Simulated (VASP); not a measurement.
OSZICAR of a VASP run on GaN:

### OSZICAR
```
       N       E                     dE             d eps       ncg     rms          rms(c)
DAV:   1     0.183749151721E+04    0.18375E+04   -0.60763E+04  2254   0.214E+03
DAV:   2     0.307668460669E+03   -0.15298E+04   -0.14670E+04  2328   0.635E+02
DAV:   3    -0.662992399657E+02   -0.37397E+03   -0.35774E+03  2640   0.231E+02
DAV:   4    -0.114748819340E+03   -0.48450E+02   -0.47703E+02  2552   0.816E+01
DAV:   5    -0.117950680900E+03   -0.32019E+01   -0.31893E+01  3072   0.221E+01    0.211E+01
DAV:   6    -0.101072998172E+03    0.16878E+02   -0.54720E+01  3624   0.659E+01    0.631E+00
DAV:   7    -0.101714986714E+03   -0.64199E+00   -0.12069E+01  2344   0.143E+01    0.557E+00
DAV:   8    -0.101512109982E+03    0.20288E+00   -0.19197E+00  2864   0.205E+01    0.204E+00
DAV:   9    -0.101414538947E+03    0.97571E-01   -0.39533E-01  2912   0.832E+00    0.865E-01
DAV:  10    -0.101418486680E+03   -0.39477E-02   -0.15426E-01  2546   0.280E+00    0.495E-01
DAV:  11    -0.101418775155E+03   -0.28847E-03   -0.25991E-02  2904   0.184E+00    0.242E-01
DAV:  12    -0.101419159367E+03   -0.38421E-03   -0.11797E-02  2936   0.144E+00    0.231E-01
DAV:  13    -0.101419401763E+03   -0.24240E-03   -0.97769E-03  2468   0.849E-01    0.185E-01
DAV:  14    -0.101419563602E+03   -0.16184E-03   -0.13027E-03  2848   0.386E-01    0.139E-01
DAV:  15    -0.101419867369E+03   -0.30377E-03   -0.11454E-03  2858   0.415E-01    0.339E-02
DAV:  16    -0.101420471524E+03   -0.60415E-03   -0.77099E-04  2884   0.337E-01    0.615E-02
DAV:  17    -0.101421064205E+03   -0.59268E-03   -0.42993E-04  2616   0.279E-01    0.166E-02
DAV:  18    -0.101421283542E+03   -0.21934E-03   -0.11693E-04  2624   0.988E-02    0.100E-02
DAV:  19    -0.101421368270E+03   -0.84728E-04   -0.63864E-05  2258   0.713E-02    0.924E-03
DAV:  20    -0.101421424060E+03   -0.55789E-04   -0.71314E-06  1522   0.347E-02    0.366E-03
DAV:  21    -0.101421508428E+03   -0.84368E-04   -0.11080E-05  1512   0.283E-02    0.233E-03
DAV:  22    -0.101421534761E+03   -0.26333E-04   -0.42679E-06  1530   0.225E-02    0.289E-03
DAV:  23    -0.101421569930E+03   -0.35169E-04   -0.26870E-06  1414   0.188E-02    0.179E-03
DAV:  24    -0.101421597391E+03   -0.27460E-04   -0.18944E-06  1468   0.146E-02    0.101E-03
DAV:  25    -0.101421606300E+03   -0.89094E-05   -0.10019E-06  1424   0.718E-03
   1 F= -.10142161E+03 E0= -.10142161E+03  d E =-.101422E+03
       N       E                     dE             d eps       ncg     rms          rms(c)
DAV:   1    -0.101421616737E+03   -0.19347E-04   -0.42930E-02  2206   0.770E-01    0.260E-02
DAV:   2    -0.101421772528E+03   -0.15579E-03   -0.16821E-03  2808   0.268E-01    0.170E-02
DAV:   3    -0.101421782328E+03   -0.97997E-05   -0.17069E-04  2330   0.103E-01    0.110E-02
DAV:   4    -0.101421781084E+03    0.12444E-05   -0.26710E-05  1854   0.110E-01
   2 F= -.10142178E+03 E0= -.10142178E+03  d E =-.174784E-03
```

Question: Which electronic solver shows in the log?

Answer: It is blocked Davidson (ALGO = Normal, or the opening steps of other solvers). The INCAR had ALGO = Normal.

Question: Can the final energy be trusted as converged?

Answer: The run converged. It stopped with EDIFF = 1E-5, NELM = 100, NSW = 120 and EDIFFG = -0.03 after 2 ionic steps (PBEsol GGA, plane waves, VASP's PBE PAW potentials (set 64)).

The cell is a thin slab with vacuum, built from GaN (wurtzite): (100) face.
